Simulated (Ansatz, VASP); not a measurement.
**InSe: VASP beside Ansatz**

One calculation is typed for both programs; each brings its own data sets. How far apart do they land? The structure shown is the start of the Ansatz relaxation below; VASP solves that cell, so the two are compared at the walk's first step.

Calculated with Ansatz 0.2.0; plane waves, with VASP 6.6.1 beside it; single point at LDA.

## Step 1: Starting point

The cell holds 4 atoms: 2 In and 2 Se. Cell: a = 4.130 Å, b = 4.130 Å, c = 34.100 Å, α = 90.0°, β = 90.0°, γ = 120.0°. Vacuum lies along c. The height across the vacuum is the one that the program set for its solve, not the one typed.

## Step 2: Ansatz: relaxation, LDA

Ansatz runs on its NC files.

The two programs are compared at the cell with which this relaxation starts, whose forces are those of its first step.

Contents of input.yaml:

```yaml
crystal:
  lattice:
    - [4.13, 0.0, 0.0]
    - [-2.065, 3.57668, 0.0]
    - [0.0, 0.0, 18.1]
  atoms:
    - { symbol: In, position: [0.333333, 0.666667, 0.577348] }
    - { symbol: In, position: [0.333333, 0.666667, 0.422652] }
    - { symbol: Se, position: [0.666667, 0.333333, 0.642265] }
    - { symbol: Se, position: [0.666667, 0.333333, 0.357735] }
  periodic: [true, true, false]
kpoints:
  mp_grid: { grid: [6, 6, 1] }
hamiltonian:
  xc: lda
  pseudopotentials: { kind: nc, accuracy: standard }
scf:
  occupations: { method: gaussian, width: 0.02 }
output:
  forces: true
  stress: true
  eigenvalues: true
  write_density: true
  write_potential: true
  elf: true
  volumetric_format: npy
relax:
  adjacent_minimum: "off"
  f_tol: 0.003
  max_steps: 80
  cell: { stress_2d_tol: 0.02 }
```

Started as:

```bash
$ ansatz run input.yaml --threads 4 --pin off --max-ram 8192MiB --backend cpu --events-out ev --progress --plain --runs-dir out
```

Numbers of over 12 decimals in the logs are rounded to 6 here.

Log:

```text
Warning: crystal.periodic: the lattice vector that does not repeat stood 0.000° off the slab's normal, 18.100 Å along it as the deck builds it. The run solves the slab on a vector along the normal, 34.100 Å long, with every atom where it was (on the deck's vector they left 12.95 Å outside them, and the widest stretch free of ions among them is 2.80 Å). A fractional position that the run reports is one of the run's ce [...]
Warning: the atoms were moved onto the symmetric positions of the space group found under crystal.symmetry.tolerance 1.0e-5 (fractional; no operation is sought that the atoms, as they stand in a round, miss by more than twice it, and no atom is moved by as much as it), and the run uses the moved positions. Before a round's move an operation carried an atom to 4.13e-6 Å from where it should land, the largest such dist [...]
[...]
SCF iter   5: F=—  HF=-10202.226121 eV  |F-HF|=—  |Δ(HF+E_count)|=   6.63e-5  Δρ=6.23e-6  dr2=1.41e-7  ethr=3.34e-9  ⟨swp⟩=3.4  Hψ=553  notcnv=0
SCF iter   6: F=—  HF=-10202.226121 eV  |F-HF|=—  |Δ(HF+E_count)|=   2.39e-8  Δρ=2.33e-6  dr2=1.32e-8  ethr=2.43e-10  ⟨swp⟩=3.1  Hψ=468  notcnv=0
SCF iter   7: F=—  HF=-10202.226121 eV  |F-HF|=—  |Δ(HF+E_count)|=   1.82e-9  Δρ=1.29e-6  dr2=4.05e-9  ethr=2.27e-11  ⟨swp⟩=3.9  Hψ=611  notcnv=0
SCF iter   8: F=—  HF=-10202.226121 eV  |F-HF|=—  |Δ(HF+E_count)|=   1.12e-9  Δρ=2.82e-7  dr2=1.59e-10  ethr=6.99e-12  ⟨swp⟩=2.9  Hψ=488  notcnv=0
SCF iter   9: F=—  HF=-10202.226121 eV  |F-HF|=—  |Δ(HF+E_count)|=  2.33e-10  Δρ=5.98e-8  dr2=1.22e-11  ethr=1.00e-12  ⟨swp⟩=2.6  Hψ=471  notcnv=0
SCF iter  10: F=-10202.226121 eV  HF=-10202.226121 eV  |F-HF|=7.28e-11  |Δ(HF+E_count)|=  1.46e-11  Δρ=2.77e-8  dr2=1.71e-12  ethr=1.00e-12  ⟨swp⟩=14.0  Hψ=2064  notcnv=0
SCF 5 converged in 10 iterations: F = -10202.226121 eV  dr2 = 1.71e-12
relax step   5: F+E_penalty+E_count = -10202.22612060 eV  Δ(F+E_penalty+E_count) = -4.389e-4 eV  max|allowed force component| = 6.099e-3 eV/Å  Δτ_max = 0.0044 Å  P = -0.003 N/m  Ω = 462.143 Å³  energy of the carried Pulay correction = +3.828e-4 eV  fix = [c, alpha, beta]  reactions: c -0.000 N/m  (10 SCF iters, accepted)
[...]
relax step   6: F+E_penalty+E_count = -10202.22612541 eV  Δ(F+E_penalty+E_count) = -4.813e-6 eV  max|allowed force component| = 1.309e-4 eV/Å  Δτ_max = 0.0006 Å  P = +0.002 N/m  Ω = 462.096 Å³  energy of the carried Pulay correction = +3.833e-4 eV  fix = [c, alpha, beta]  reactions: c +0.000 N/m  (5 SCF iters, dr2 threshold 2.32e-9 eV, accepted)
[...]
relax step   7: F+E_penalty+E_count = -10202.22585277 eV  Δ(F+E_penalty+E_count) = +2.726e-4 eV  max|allowed force component| = 1.306e-4 eV/Å  Δτ_max = 0.0000 Å  P = +0.001 N/m  Ω = 462.096 Å³  fix = [c, alpha, beta]  reactions: c +0.000 N/m  stress off target by 1.09e-3 N/m on what of the cell is left free  SCF on the basis re-selected at this cell (its energy is not comparable with the rows above)  (8 SCF iters)
basis re-selected at this cell: Δ(F+E_penalty+E_count) = +2.726e-4 eV, ΔP = -0.000 N/m vs the last step (what re-selecting the basis moved, of the pressure what is left beyond the Pulay correction that the steps carried, after the strain that the cell walked since its last selection, with what the two solves' SCF thresholds leave and, on support functions, any second-order correction that the steps lacked; it is no measure of the basis error at this ecutwfc). The dense FFT grid was sized anew with the basis: this SCF ran on 45×45×384 points, the steps before it on 48×48×384, so part of this shift can come from that change (see relax.cell in the input reference). [rest of the remark cut]
SCF converged after 8 iterations
Free energy (F): -10202.225853 eV
Harris-Foulkes:  -10202.225853 eV  (|F-HF|=5.82e-11)
Internal energy: -10202.225853 eV  (E = F + TS)
E sigma→0 (E₀):  -10202.225853 eV
Fermi energy:    -5.367668 eV
--- Per-component energies (eV) ---
  E_band       = -1653.261408
  E_kinetic    = 6531.164837
  E_local      = -142694.211010  (includes V_loc(G=0)·N_el)
  E_nonlocal   = -3573.555014
  E_hartree    = 69816.834894
  E_xc         = -2372.038421
  E_vxc        = -1550.330057  (∫ρ·V_xc dr)
  E_ewald      = 62089.578860
  E_smearing   = -0.000000  (= −TS)
  E_closure    = 0.000000  (closes the sum)
  Σ components = -10202.225853   (vs F -10202.225853, Δ=0.00e0)
--- Forces (eV/Å), atoms counted from 1 ---
  atom   1  In     0.00000000    -0.00000000     0.00013060
  atom   2  In     0.00000000    -0.00000000    -0.00013060
  atom   3  Se     0.00000000     0.00000000    -0.00006265
  atom   4  Se     0.00000000     0.00000000     0.00006265
  max |Σ_I F_I| component: 9.95e-17 eV/Å
--- 2D stress c σ (N/m, compression-positive) ---
        0.001093      -0.000000       0.000000
        0.000000       0.001093       0.000000
        0.000000       0.000000       0.000000
  P = ½ c Tr σ = 0.0011 N/m
--- Band table (eV; the first three rows and the last of 7) ---
  k-point 0: bands = ["-53.0706", "-53.0706", "-53.0706", "-53.0706", "-53.0235", "-53.0235", "-53.0235", "-53.0235", "-53.0064", "-53.0064", "-20.2660", "-20.0326", "-20.0326", "-19.9155", "-19.9155", "-19.9116", "-19.9116", "-19.7457", "-19.7240", "-19.7240", "-18.9858", "-18.7974", "-11.7598", "-9.3128", "-6.6121", "-6.6121", "-6.5267", "-6.5267", "-6.2836", "-4.5428", "-3.3697", "-1.0646 (-1.0646°)", "-1.0646 (-1.0646°)", "-0.4450", "-0.3855"]
  k-point 1: bands = ["-53.0706", "-53.0706", "-53.0705", "-53.0705", "-53.0236", "-53.0236", "-53.0235", "-53.0235", "-53.0064", "-53.0064", "-20.2697", "-20.1368", "-20.0577", "-20.0315", "-19.9226", "-19.8945", "-19.8924", "-19.7709", "-19.7259", "-19.6411", "-18.6712", "-18.5100", "-11.6194", "-9.4636", "-7.9248", "-7.6719", "-6.9522", "-6.8268", "-6.1930", "-3.5245", "-2.6996", "-1.6945", "-0.8478 (-0.8479°)", "-0.8281", "-0.0967"]
  k-point 2: bands = ["-53.0706", "-53.0706", "-53.0703", "-53.0703", "-53.0236", "-53.0236", "-53.0236", "-53.0236", "-53.0063", "-53.0063", "-20.3502", "-20.2232", "-20.1977", "-20.0342", "-19.9410", "-19.8538", "-19.8484", "-19.7878", "-19.7281", "-19.5755", "-18.0365", "-17.9138", "-11.6478", "-10.5340", "-9.0035", "-7.9729", "-7.5156", "-7.3324", "-6.5446", "-3.7427", "-3.4570", "-1.6579", "-1.3378", "-0.7514", "0.5898"]
  k-point 6: bands = ["-53.0704", "-53.0704", "-53.0704", "-53.0704", "-53.0236", "-53.0236", "-53.0236", "-53.0236", "-53.0062", "-53.0062", "-20.4045", "-20.2954", "-20.1943", "-20.0644", "-19.9153", "-19.8597", "-19.8479", "-19.7662", "-19.7512", "-19.5479", "-17.4864", "-17.4031", "-11.8196", "-11.0243", "-9.4759", "-9.1185", "-8.0012", "-7.4917", "-7.3460", "-3.6858", "-2.9105", "-2.0951", "-1.1541", "0.4421", "1.4842"]
  ° read free of the cell's end (the report's vacuum.weakly_bound_levels)
--- Relaxed structure (6 steps of the walk, 5 accepted, 1 SCFs on fresh bases) ---
  F+E_penalty+E_count = -10202.22585277 eV   max|allowed force component| = 1.306e-4 eV/Å   (the final SCF, on the basis selected at the relaxed cell)
  cell:  # Å, volume = 462.0961 Å³
    - [3.955704, 0, 0.0]
    - [-1.977852, 3.425740, 0.0]
    - [0.0, 0.0, 34.099986]
  atoms:
    - { symbol: In, position: [0.333333, 0.666667, 0.305508] }
    - { symbol: In, position: [0.333333, 0.666667, 0.225284] }
    - { symbol: Se, position: [0.666667, 0.333333, 0.342814] }
    - { symbol: Se, position: [0.666667, 0.333333, 0.187978] }
```

Reading the cycles: dr2 is the Hartree energy of the density residual (eV), the measure of convergence; HF is the Harris–Foulkes estimate of the energy, which meets the free energy F at convergence.

## Step 3: VASP: single point, LDA, start cell

The same cell, functional (in two slightly different forms), mesh and smearing now go to VASP, with its own data sets.

Lines of VASP's logs that name or quote its potential files are left out, and so is its time.

Contents of INCAR:

```
SYSTEM = InSe
PREC = Accurate
ENCUT = 400
EDIFF = 1E-06
NELM = 120
ISMEAR = 0
SIGMA = 0.02
LREAL = .FALSE.
ALGO = Normal
GGA = CA
NBANDS = 25
LORBIT = 11
LWAVE = .FALSE.
LCHARG = .FALSE.
ISIF = 2
LDIPOL = .TRUE.
IDIPOL = 3
DIPOL = 0.5 0.5 0.265
LVHAR = .TRUE.
LASPH = .TRUE.
GGA_COMPAT = .FALSE.
EFERMI = MIDGAP
NELMDL = -8
KPAR = 2
```

Contents of POSCAR:

```
InSe
1.0
    4.1299970000      0.0000000000      0.0000000000
   -2.0649990000      3.5766820000      0.0000000000
    0.0000000000      0.0000000000     34.0999860000
In Se
2 2
Direct
    0.3333334606      0.6666667599      0.3064517094
    0.3333334606      0.6666667599      0.2243402974
    0.6666667815      0.3333332401      0.3409091136
    0.6666667815      0.3333332401      0.1898828932
```

Contents of KPOINTS:

```
Automatic mesh
0
Gamma
6 6 1
0 0 0
```

The projector-augmented-wave data sets are In_d and Se (LDA family, release 64).

Started as:

```bash
$ mpirun -np 2 vasp_std
```

Log:

```text
[banner, memory and clock lines left out]
running    2 mpi-ranks, on    1 nodes
 distrk:  each k-point on    1 cores,    2 groups
 distr:  one band on    1 cores,    1 groups

 POSCAR found type information on POSCAR InSe
 POSCAR found :  2 types and       4 ions
 LDA part: xc-table for (Slater(with rela. corr.)+CA(PZ))
 , standard interpolation
 POSCAR, INCAR and KPOINTS ok, starting setup
 FFT: planning ... GRIDC
 FFT: planning ... GRID_SOFT
 FFT: planning ... GRID
 WAVECAR not read
 entering main loop
       N       E                     dE             d eps       ncg     rms          rms(c)
DAV:   1     0.270763471757E+03    0.27076E+03   -0.13403E+04   406   0.951E+02
DAV:   2     0.141451600249E+02   -0.25662E+03   -0.25460E+03   422   0.273E+02
DAV:   3    -0.159049303624E+02   -0.30050E+02   -0.29870E+02   460   0.116E+02
DAV:   4    -0.169035126027E+02   -0.99858E+00   -0.99698E+00   426   0.269E+01
DAV:   5    -0.169422010411E+02   -0.38688E-01   -0.38684E-01   531   0.452E+00
DAV:   6    -0.169431265167E+02   -0.92548E-03   -0.92547E-03   508   0.629E-01
DAV:   7    -0.169431467917E+02   -0.20275E-04   -0.20275E-04   548   0.765E-02
DAV:   8    -0.169431473387E+02   -0.54707E-06   -0.54716E-06   460   0.131E-02    0.647E+00
DAV:   9    -0.164579692896E+02    0.48518E+00   -0.96868E-01   457   0.157E+01    0.396E+00
DAV:  10    -0.164141892145E+02    0.43780E-01   -0.47533E-01   483   0.489E+00    0.816E-01
DAV:  11    -0.164068073084E+02    0.73819E-02   -0.47688E-02   522   0.257E+00    0.540E-01
DAV:  12    -0.164065707469E+02    0.23656E-03   -0.65613E-03   367   0.396E-01    0.143E-01
DAV:  13    -0.164065180890E+02    0.52658E-04   -0.51983E-04   531   0.249E-01    0.610E-02
DAV:  14    -0.164066096885E+02   -0.91600E-04   -0.14924E-04   407   0.773E-02    0.166E-02
DAV:  15    -0.164066565408E+02   -0.46852E-04   -0.14202E-05   475   0.199E-02    0.124E-02
DAV:  16    -0.164067160431E+02   -0.59502E-04   -0.73875E-06   343   0.116E-02    0.348E-03
DAV:  17    -0.164067372603E+02   -0.21217E-04   -0.91209E-07   324   0.120E-02    0.243E-03
DAV:  18    -0.164068016300E+02   -0.64370E-04   -0.80044E-06   315   0.107E-02    0.243E-03
DAV:  19    -0.164068209118E+02   -0.19282E-04   -0.15250E-06   336   0.358E-03    0.240E-03
DAV:  20    -0.164068320630E+02   -0.11151E-04   -0.33344E-07   274   0.311E-03    0.641E-04
DAV:  21    -0.164068370846E+02   -0.50216E-05   -0.13137E-07   296   0.181E-03    0.642E-04
DAV:  22    -0.164068404127E+02   -0.33280E-05   -0.57214E-08   280   0.100E-03    0.317E-04
DAV:  23    -0.164068418990E+02   -0.14863E-05   -0.60526E-08   285   0.843E-04    0.194E-04
DAV:  24    -0.164068427937E+02   -0.89468E-06   -0.16150E-08   258   0.636E-04
   1 F= -.16406843E+02 E0= -.16406843E+02  d E =0.000000E+00
```

From OUTCAR (step 3):

```text
ion  position               nearest neighbor table
   1  0.333  0.667  0.306-   3 2.66   3 2.66   3 2.66   2 2.80
   2  0.333  0.667  0.224-   4 2.66   4 2.66   4 2.66   1 2.80
   3  0.667  0.333  0.341-   1 2.66   1 2.66   1 2.66
   4  0.667  0.333  0.190-   2 2.66   2 2.66   2 2.66

  LATTYP: Found a hexagonal cell.
 ALAT       =     4.1299970000
 C/A-ratio  =     8.2566612034

 Subroutine GETGRP returns: Found 12 space group operations
 (whereof  6 operations were pure point group operations)

The static configuration has the point symmetry C_3v.
 The point group associated with its full space group is D_3h.

 Found      7 irreducible k-points:

   k-points           NKPTS =      7   k-points in BZ     NKDIM =      7   number of bands    NBANDS=     25

   dimension x,y,z NGX =    28 NGY =   28 NGZ =  224
   dimension x,y,z NGXF=    56 NGYF=   56 NGZF=  448

   ENCUT  =  400.0 eV  29.40 Ry    5.42 a.u.   6.73  6.73 55.61*2*pi/ulx,y,z

   NELECT =      38.0000    total number of electrons

 k-points in reciprocal lattice and weights: Automatic mesh
   0.00000000  0.00000000  0.00000000       0.028
   0.16666667  0.00000000  0.00000000       0.167
   0.33333333  0.00000000  0.00000000       0.167
   0.50000000  0.00000000  0.00000000       0.083
   0.16666667  0.16666667  0.00000000       0.167
   0.33333333  0.16666667  0.00000000       0.333
   0.33333333  0.33333333  0.00000000       0.056

 dipolmoment           0.000000      0.000000      0.000008 electrons x Angstroem

 average (electrostatic) potential at core
       1-103.8794       2-103.8794       3 -67.5239       4 -67.5239

 E-fermi :  -3.3334

 k-point     1 :       0.0000    0.0000    0.0000
  band No.  band energies     occupation
    ...
     15      -4.7500      2.00000
     16      -4.7500      2.00000
     17      -4.6602      2.00000
     18      -4.6602      2.00000
     19      -3.8944      2.00000
     20      -2.8961      0.00000
     21      -1.6589      0.00000
     22       0.6449      0.00000
     23       0.6449      0.00000
     24       1.7496      0.00000
    ...

 k-point     2 :       0.1667    0.0000    0.0000
  band No.  band energies     occupation
    ...
     15      -5.8591      2.00000
     16      -5.5082      2.00000
     17      -5.0499      2.00000
     18      -4.9240      2.00000
     19      -3.7707      2.00000
     20      -1.8519      0.00000
     21      -0.9489      0.00000
     22       0.0527      0.00000
     23       0.9551      0.00000
     24       1.0787      0.00000
    ...

 k-point     3 :       0.3333    0.0000    0.0000
  band No.  band energies     occupation
    ...
     15      -6.5879      2.00000
     16      -5.5682      2.00000
     17      -5.5495      2.00000
     18      -5.3724      2.00000
     19      -4.1973      2.00000
     20      -1.6278      0.00000
     21      -1.6099      0.00000
     22       0.5429      0.00000
     23       0.6972      0.00000
     24       1.2265      0.00000
    ...

  Total       -2.4978167     -2.4978162     -0.7233324      0.0000003      0.0000000      0.0000000
  in kB       -7.9448715     -7.9448701     -2.3007225      0.0000011      0.0000000      0.0000000
  external PRESSURE =      -6.0634881 kB  Pullay stress =       0.0000000 kB

  energy-cutoff  :      400.00
  volume of cell :      503.71
      direct lattice vectors                 reciprocal lattice vectors
     4.129997000  0.000000000  0.000000000     0.242130926  0.139794402  0.000000000
    -2.064999000  3.576682000  0.000000000     0.000000000  0.279588736  0.000000000
     0.000000000  0.000000000 34.099986000     0.000000000  0.000000000  0.029325525

 POSITION                                       TOTAL-FORCE (eV/Angst)
 -----------------------------------------------------------------------------------
     -0.00000      2.38446     10.45000        -0.000000      0.000000     -0.250199
     -0.00000      2.38446      7.65000        -0.000000      0.000000      0.250199
      2.06500      1.19223     11.62500         0.000000     -0.000000      0.003528
      2.06500      1.19223      6.47500         0.000000      0.000000     -0.003528
 -----------------------------------------------------------------------------------
    total drift:                               -0.000717     -0.000033      0.000338

  FREE ENERGIE OF THE ION-ELECTRON SYSTEM (eV)
  ---------------------------------------------------
  free  energy   TOTEN  =       -16.4068427937 eV

  energy  without entropy=      -16.4068427937  energy(sigma->0) =      -16.40684279

 vacuum level on the upper side and lower side of the slab         2.188         2.188

 total charge
# of ion       s       p       d       tot
------------------------------------------
    1        0.877   0.657   9.879  11.413
    2        0.877   0.657   9.879  11.413
    3        1.473   2.328   0.020   3.821
    4        1.473   2.328   0.020   3.821
--------------------------------------------------
tot          4.699   5.971  19.798  30.467

[... 3 further parts left out ...]
```

The run ends at a pressure of -0.61 GPa, with forces up to 0.25 eV/Å.

## Step 4: Side by side

Known differences besides the potentials themselves: the two LDA forms differ slightly; Ansatz cuts the interaction across the vacuum, VASP repeats the sheet with a dipole correction; the data sets hold 58 valence electrons in Ansatz (on its NC files) and 38 in VASP; VASP's log shows a relativistic correction to its local exchange, Ansatz's none; Ansatz takes its cutoff from its data sets, VASP runs at 400 eV. Total energies have different zeros and are not compared.

Forces (eV/Å; atoms numbered as in POSCAR):

```
atom        Ansatz x, y, z          VASP x, y, z
 In1  0.000, 0.000, -0.240  0.000, 0.000, -0.250
 In2   0.000, 0.000, 0.240   0.000, 0.000, 0.250
 Se3  0.000, 0.000, -0.030   0.000, 0.000, 0.004
 Se4   0.000, 0.000, 0.030  0.000, 0.000, -0.004
```

The forces differ by 14 meV/Å r.m.s., which is 14.2 % of the r.m.s. force of 0.102 eV/Å (both taken over all components). With vacuum in the cell, a pressure given here is an average over mostly empty space and none of the material.

## Step 5: Results

* r.m.s. force difference (single point, LDA, start cell): 14 meV/Å

**Reading.** The r.m.s. force difference is 14 meV/Å (single point, LDA, start cell), beyond the 12 meV/Å picked in this series as the mark of a large difference. The data sets hold unlike numbers of valence electrons (58 in Ansatz and 38 in VASP), so part of the differences comes from the potentials. What causes the difference of the single point, LDA, start cell pair stays open here. 1 further run of this series is not shown here. Such differences can come from data sets, numerical settings and the points named under the comparisons, not from the functional's error against experiment.

[Lines on the potential files, build, host, timing and source positions are cut from VASP's logs without a mark.]

[Logs are printed without paths, hosts, clocks, repeated set-up lines and the standing remarks that a program may print on its own settings, such as how far it seeks lower states.]

[Hosts, paths, dates, database ids (printed as entryN), source tags and the programs' standing remarks are cut or masked in the printed files.]
